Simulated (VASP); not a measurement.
OSZICAR of a VASP run on TiO2 (rutile):

### OSZICAR
```
       N       E                     dE             d eps       ncg     rms          rms(c)
DAV:   1     0.735090867931E+03    0.73509E+03   -0.27805E+04  1680   0.233E+03
DAV:   2     0.667394750985E+02   -0.66835E+03   -0.64652E+03  1748   0.637E+02
DAV:   3    -0.649823281098E+02   -0.13172E+03   -0.12725E+03  2680   0.232E+02
DAV:   4    -0.710495376313E+02   -0.60672E+01   -0.60593E+01  2268   0.540E+01
DAV:   5    -0.712820852371E+02   -0.23255E+00   -0.23247E+00  2376   0.913E+00    0.375E+01
DAV:   6    -0.556429027903E+02    0.15639E+02   -0.10072E+02  2068   0.108E+02    0.129E+01
DAV:   7    -0.555988632230E+02    0.44040E-01   -0.11425E+01  2252   0.279E+01    0.951E+00
DAV:   8    -0.556538028730E+02   -0.54940E-01   -0.22174E+00  2088   0.154E+01    0.309E+00
DAV:   9    -0.555706382907E+02    0.83165E-01   -0.10333E+00  2100   0.103E+01    0.134E+00
DAV:  10    -0.555720471776E+02   -0.14089E-02   -0.10356E-01  2148   0.270E+00    0.254E-01
DAV:  11    -0.555717002093E+02    0.34697E-03   -0.95603E-03  2160   0.795E-01    0.718E-02
DAV:  12    -0.555717097479E+02   -0.95386E-05   -0.62834E-04  2076   0.210E-01    0.377E-02
DAV:  13    -0.555717099695E+02   -0.22164E-06   -0.63572E-05  2348   0.637E-02    0.110E-02
DAV:  14    -0.555717099913E+02   -0.21734E-07   -0.58483E-06  1936   0.241E-02
   1 F= -.45102375E+02 E0= -.45102375E+02  d E =-.451024E+02
```

Task: Which electronic solver shows in the log?

Result: It is blocked Davidson (ALGO = Normal, or the opening steps of other solvers). The INCAR had ALGO = Normal.

Task: Can the final energy be trusted as converged?

Result: The calculation finished and met its thresholds. It stopped with EDIFF = 1E-6, NELM = 100, NSW = 40 and EDIFFG = -0.02 after 1 ionic step (PBEsol GGA, plane waves, VASP's PBE PAW potentials (set 64)).

The compound is TiO2 in the rutile structure. It was relaxed first under an external pressure of 30 GPa.
